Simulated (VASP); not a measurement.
Wanted: the native input for a VASP 6.6.1 run.

* Task: single point
* Functional: PBE
* Potentials or basis: VASP PAW PBE potentials, release 64 (Al, Pt, C)
* Cutoff: 520 eV
* k mesh: 4 × 4 × 4
* Occupations: fermi-dirac, width 0.1 eV
* Spin: no spin polarisation
* Dipole correction: no
* Further INCAR settings: ALGO = Fast; EDIFF = 1e-07; NBANDS = 26

The structure of AlPt3C lies in POSCAR:

```
AlPt3C
1.0
    4.1851500000      0.0000000000      0.0000000000
    0.0000000000      4.1851500000      0.0000000000
    0.0000000000      0.0000000000      4.1851500000
Al Pt C
1 3 1
Direct
   -0.0318736927     -0.0103266928     -0.0056989983
   -0.0091205772      0.4685061663      0.3953685429
    0.4751350433     -0.0080471420      0.6009644947
    0.5211792187      0.5138633785     -0.0058110656
    0.4883337991      0.4857479978      0.4957665139
```

The cell comes from a database or a generator and needn't be the stable form of this composition.

The input as run:

INCAR

```
SYSTEM = AlPt3C
PREC = Accurate ; ENCUT = 520
EDIFF = 1E-7 ; ISMEAR = -1
SIGMA = 0.1 ; LREAL = .FALSE.
LASPH = .TRUE. ; NELM = 100
ALGO = Fast ; ISIF = 2
LWAVE = .FALSE. ; LCHARG = .FALSE.
GGA = PE ; NBANDS = 26
```

KPOINTS

```
regular mesh
0
G
  4 4 4
  0 0 0
```

Potentials or basis: VASP PAW PBE potentials, release 64 (Al, Pt, C).

Run with:

```console
$ cat potpaw_PBE.64/Al/POTCAR potpaw_PBE.64/Pt/POTCAR potpaw_PBE.64/C/POTCAR > POTCAR
$ mpirun -np 1 vasp_std > vasp.out
```

Results of the run:

```json
{"Pressure": "3.0 GPa", "Largest force": "1.080 eV/Å", "Band gap on the k mesh": "none (metal or under the smearing width)"}
```

Caveat: the k mesh is coarse (spacing up to 0.38 Å⁻¹), so the values aren't converged; forces of over 1 eV/Å show positions far from the minimum, so gaps and moduli don't describe the material at rest.

It took 47 s on 1 thread of Intel(R) Xeon(R) Platinum 8488C (Sapphire Rapids) (shared host), peak memory 0.21 GiB.
